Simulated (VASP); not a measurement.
Consider the following.

```
CELL_PARAMETERS angstrom
      0.00000     1.95290     1.95290
      1.95290     0.00000     1.95290
      1.95290     1.95290     0.00000
ATOMIC_POSITIONS crystal
  Pd 0.00000 0.00000 0.00000
```

Level of theory: PBE GGA with D4 dispersion, VASP's PBE PAW potentials (set 64) (plane waves; VASP). Settings: 520 eV cut-off, 16×16×16 Γ-centred mesh, first-order Methfessel-Paxton smearing of 0.10 eV, potentials Pd.

Task: Predict the energy per atom (σ→0), band gap (on the k-mesh) with the smallest direct gap where there is one.

Result: 
The band gap (on the k-mesh) is none (metal, semimetal or under 0.01 eV) and the energy per atom (σ→0) is -549.9 kJ/mol of atoms.

Total energies compare only between runs with the same potentials, cut-off and functional.

The compound is Pd in the fcc structure. It was relaxed first.
